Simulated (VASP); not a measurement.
These are PBEsol GGA, VASP's PBE PAW potentials (set 64) (plane waves; VASP) values and carry that method's errors.

VASP ran on this input.

POSCAR:
```
Pt3Ti(111) slab
1
    5.5132439225     0.0000000000     0.0000000000
   -2.7566224585     4.7746095394     0.0000000000
    0.0000000000     0.0000000000    23.9206366608
Ti Pt
4 12
Direct
  0.0000000000   0.0000000000   0.3641688379
  0.3333330000   0.6666670000   0.4455447469
  0.6666670000   0.3333330000   0.5544552531
  0.0000000000   0.0000000000   0.6358311621
  0.4964179410   0.5035820590   0.3590745390
  0.4964179410   0.9928358821   0.3590745390
  0.0071641179   0.5035820590   0.3590745390
  0.8328641304   0.1671358696   0.4534375870
  0.8328641304   0.6657292608   0.4534375870
  0.3342707392   0.1671358696   0.4534375870
  0.1671358696   0.8328641304   0.5465624130
  0.1671358696   0.3342707392   0.5465624130
  0.6657292608   0.8328641304   0.5465624130
  0.5035820590   0.4964179410   0.6409254610
  0.5035820590   0.0071641179   0.6409254610
  0.9928358821   0.4964179410   0.6409254610
```

File KPOINTS:
```
Automatic mesh
0
Gamma
6 6 1
0 0 0
```

INCAR:
```
ALGO=Normal
DIPOL=0.5 0.5 0.5
EDIFF=1E-6
ENCUT=400
GGA=PS
IDIPOL=3
ISMEAR=1
LASPH=.True.
LCHARG=.False.
LDIPOL=.True.
LMAXMIX=6
LORBIT=11
LREAL=.False.
LVHAR=.True.
LWAVE=.False.
NELM=100
NELMIN=4
PREC=Normal
SIGMA=0.1
SYSTEM=Pt3Ti(111) slab
```

POTCAR, in this order: Ti_sv Pt (PBE.64 set). Program: vasp_std. Read from the step before: WAVECAR.

Output of the run:

File OSZICAR:
```
       N       E                     dE             d eps       ncg     rms          rms(c)
DAV:   1    -0.124441784125E+03   -0.12444E+03   -0.38851E-04  2084   0.943E-02    0.715E-02
DAV:   2    -0.124441953241E+03   -0.16912E-03   -0.20952E-03  2068   0.229E-01    0.136E-01
DAV:   3    -0.124441697595E+03    0.25565E-03   -0.83184E-04  2096   0.152E-01    0.236E-02
DAV:   4    -0.124441693548E+03    0.40475E-05   -0.56228E-05  1952   0.307E-02    0.496E-03
DAV:   5    -0.124441693868E+03   -0.32052E-06   -0.27427E-06  1288   0.641E-03
   1 F= -.12444169E+03 E0= -.12444222E+03  d E =0.158290E-02
```

OUTCAR:
```
------------------------ aborting loop because EDIFF is reached ----------------------------------------
  FORCE on cell =-STRESS in cart. coord.  units (eV):
  Direction    XX          YY          ZZ          XY          YZ          ZX
  --------------------------------------------------------------------------------------
  Total      -12.9549807    -12.9549820      0.0756077      0.0000013      0.0000000     -0.0000000
  in kB      -32.9632139    -32.9632173      0.1923796      0.0000034      0.0000000     -0.0000000
  external PRESSURE =     -21.9113505 kB  Pullay stress =       0.0000000 kB
  volume of cell :      629.68
      direct lattice vectors                 reciprocal lattice vectors
     5.513243923  0.000000000  0.000000000     0.181381418  0.104720624  0.000000000
    -2.756622458  4.774609539  0.000000000     0.000000000  0.209441210  0.000000000
     0.000000000  0.000000000 23.920636661     0.000000000  0.000000000  0.041804907
 POSITION                                       TOTAL-FORCE (eV/Angst)
 -----------------------------------------------------------------------------------
      0.00000      0.00000      8.71115         0.000000     -0.000000     -0.006582
     -0.00000      3.18307     10.65771         0.000000      0.000000     -0.024582
      2.75662      1.59153     13.26292        -0.000000     -0.000000      0.024582
      0.00000      0.00000     15.20949         0.000000     -0.000000      0.006582
      1.34869      2.40441      8.58929         0.006616     -0.003820     -0.017758
     -0.00000      4.74040      8.58929        -0.000000      0.007640     -0.017758
     -1.34869      2.40441      8.58929        -0.006616     -0.003820     -0.017758
      4.13105      0.79801     10.84652         0.006179     -0.003567     -0.012957
      2.75662      3.17860     10.84652        -0.000000      0.007134     -0.012957
      1.38219      0.79801     10.84652        -0.006179     -0.003567     -0.012957
     -1.37443      3.97660     13.07412        -0.006179      0.003567      0.012957
      0.00000      1.59601     13.07412         0.000000     -0.007134      0.012957
      1.37444      3.97660     13.07412         0.006179      0.003567      0.012957
      1.40793      2.37020     15.33135        -0.006616      0.003820      0.017758
      2.75662      0.03421     15.33135         0.000000     -0.007640      0.017758
      4.10531      2.37020     15.33135         0.006616      0.003820      0.017758
 -----------------------------------------------------------------------------------
    total drift:                                0.000000      0.000000      0.000000
  FREE ENERGIE OF THE ION-ELECTRON SYSTEM (eV)
  ---------------------------------------------------
  free  energy   TOTEN  =      -124.4416938683 eV

  energy  without entropy=     -124.4432767722  energy(sigma->0) =     -124.44222150

 total charge

# of ion       s       p       d       tot
------------------------------------------
    1        2.218   6.127   1.792  10.138
    2        2.216   6.166   1.830  10.212
    3        2.216   6.166   1.830  10.212
    4        2.218   6.127   1.792  10.138
    5        0.712   0.528   8.039   9.279
    6        0.712   0.528   8.039   9.279
    7        0.712   0.528   8.039   9.279
    8        0.694   0.661   8.068   9.423
    9        0.694   0.661   8.068   9.423
   10        0.694   0.661   8.068   9.423
   11        0.694   0.661   8.068   9.423
   12        0.694   0.661   8.068   9.423
   13        0.694   0.661   8.068   9.423
   14        0.712   0.528   8.039   9.279
   15        0.712   0.528   8.039   9.279
   16        0.712   0.528   8.039   9.279
--------------------------------------------------
tot         17.305  31.722 103.887 152.915
```
(Selected blocks of OUTCAR.)

File OUTCAR:
```
 val. band max:        0.8966843677   @ k =   0.0000   0.0000   0.0000

 cond. band min:       0.9244955036   @ k =   0.1667   0.1667   0.0000


 Fermi energy:         0.9226677084

 k-point     1 :       0.0000    0.0000    0.0000
  band No.  band energies     occupation
      1     -56.5633      2.00000
      2     -56.5627      2.00000
      3     -56.5414      2.00000
      4     -56.5412      2.00000
      5     -32.9921      2.00000
      6     -32.9918      2.00000
      7     -32.9404      2.00000
      8     -32.9404      2.00000
      9     -32.9378      2.00000
     10     -32.9378      2.00000
     11     -32.8581      2.00000
     12     -32.8536      2.00000
     13     -32.8148      2.00000
     14     -32.8148      2.00000
     15     -32.8147      2.00000
     16     -32.8147      2.00000
     17      -8.4249      2.00000
     18      -7.1402      2.00000
     19      -6.1226      2.00000
     20      -6.0470      2.00000
     21      -5.7529      2.00000
     22      -5.7101      2.00000
     23      -5.7101      2.00000
     24      -5.4644      2.00000
     25      -5.4644      2.00000
     26      -5.4078      2.00000
     27      -5.2021      2.00000
     28      -5.0550      2.00000
     29      -5.0550      2.00000
     30      -4.9369      2.00000
     31      -4.8503      2.00000
     32      -4.8503      2.00000
     33      -4.6955      2.00000
     34      -4.6955      2.00000
     35      -4.6347      2.00000
     36      -4.3314      2.00000
     37      -3.9641      2.00000
     38      -3.9641      2.00000
     39      -3.2376      2.00000
     40      -3.1224      2.00000
     41      -3.1224      2.00000
     42      -2.9977      2.00000
     43      -2.9977      2.00000
     44      -2.7592      2.00000
     45      -2.6716      2.00000
     46      -2.5457      2.00000
     47      -2.4053      2.00000
     48      -2.1337      2.00000
     49      -2.1337      2.00000
     50      -2.1288      2.00000
     51      -2.1288      2.00000
...
```

Unless said otherwise, spin-orbit coupling is left out, though it shifts the bands of the heavy elements here.

The cell is a thin slab with vacuum, built from Pt3Ti (L1_2): (111) face.
